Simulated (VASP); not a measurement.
Hf (space group Im-3m): computed properties

The numbers are results of r2SCAN+rVV10, VASP's PBE PAW potentials (set 64) (plane waves; VASP), not measurements.

| Property | Result |
|---|---|
| space group | Im-3m (229) |
| cell | a = 3.5258 Å, b = 3.5258 Å, c = 3.5258 Å, α = 90.00°, β = 90.00°, γ = 90.00° |
| volume per atom | 21.92 Å³/atom |
| band gap (over mesh and band path) | none (metal, semimetal or under 0.01 eV) |
| density | 13.52 g/cm³ |

```
Hf
1.0
   -1.76292     1.76292     1.76292
    1.76292    -1.76292     1.76292
    1.76292     1.76292    -1.76292
Hf
1
Cartesian
  0.00000   0.00000   0.00000
```

Unless said otherwise, spin-orbit coupling is left out, though it shifts the bands of the heavy elements here.

The structure comes from a measured Hf entry (Im-3m) of the Crystallography Open Database, whose conditions weren't checked. It was relaxed first, which changed the volume by -7 %. Symmetry was kept, so distortions that lower it aren't found.
